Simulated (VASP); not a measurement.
Data:

```xyz
2
Lattice="0.0000 2.9462 2.9462 2.9462 0.0000 2.9462 2.9462 2.9462 0.0000" Properties=species:S:1:pos:R:3 pbc="T T T"
Cd     0.0000     0.0000     0.0000
S      1.4731     1.4731     1.4731
```

Method: RPBE GGA, VASP's PBE PAW potentials (set 64) (plane waves; VASP). Numerical set-up: 520 eV cut-off, 8×8×8 Γ-centred mesh, Gaussian smearing of 0.050 eV, potentials Cd S.

Question: Give the stress tensor in GPa (positive for a compressed cell).

Answer: 
```
3.42  0.00  0.00
0.00  3.42  0.00
0.00  0.00  3.42
```
The pressure is its mean diagonal, 3.42 GPa.

The compound is CdS in the zinc blende structure, a metastable form; wurtzite is the usual one. This cell is one point of a volume scan, at 0.94 of the reference volume.
